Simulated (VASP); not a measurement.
OSZICAR of a VASP run on TcPt3 (space group I4/mmm):

File OSZICAR:
```
       N       E                     dE             d eps       ncg     rms          rms(c)
DAV:   1     0.346189292793E+03    0.34619E+03   -0.22277E+04  5252   0.156E+03
DAV:   2    -0.211933310790E+02   -0.36738E+03   -0.36203E+03  5807   0.394E+02
DAV:   3    -0.347780278500E+02   -0.13585E+02   -0.13184E+02  6343   0.715E+01
DAV:   4    -0.350539021206E+02   -0.27587E+00   -0.27446E+00  5711   0.965E+00
DAV:   5    -0.350589063679E+02   -0.50042E-02   -0.49993E-02  6167   0.128E+00    0.282E+01
DAV:   6    -0.329511983222E+02    0.21077E+01   -0.57782E+00  5450   0.178E+01    0.127E+01
DAV:   7    -0.328819608331E+02    0.69237E-01   -0.30347E+00  6115   0.126E+01    0.517E+00
DAV:   8    -0.326793677716E+02    0.20259E+00   -0.14879E+00  6054   0.862E+00    0.375E+00
DAV:   9    -0.326579765844E+02    0.21391E-01   -0.24746E-01  5896   0.335E+00    0.180E+00
DAV:  10    -0.326461724156E+02    0.11804E-01   -0.52862E-02  5842   0.192E+00    0.337E-01
DAV:  11    -0.326460158521E+02    0.15656E-03   -0.12759E-03  5576   0.280E-01    0.489E-02
DAV:  12    -0.326460221970E+02   -0.63450E-05   -0.10882E-04  5937   0.793E-02    0.224E-02
DAV:  13    -0.326460220413E+02    0.15569E-06   -0.18429E-05  5875   0.333E-02    0.211E-03
DAV:  14    -0.326460220285E+02    0.12846E-07   -0.43153E-07  5253   0.456E-03
   1 F= -.32646022E+02 E0= -.32646245E+02  d E =0.669981E-03
```

Question: Which electronic solver shows in the log?

Answer: It is blocked Davidson (ALGO = Normal, or the opening steps of other solvers). The INCAR had ALGO = Normal.

Question: Can the final energy be trusted as converged?

Answer: The calculation finished and met its thresholds. It stopped with EDIFF = 1E-7, NELM = 100 (PBEsol GGA, plane waves, VASP's PBE PAW potentials (set 64)).

The structure comes from a computed database's TcPt3 entry (I4/mmm); how it stands against other phases isn't given here. It was relaxed first. The electron count is odd and the run is not spin-polarised, which forces a metal.
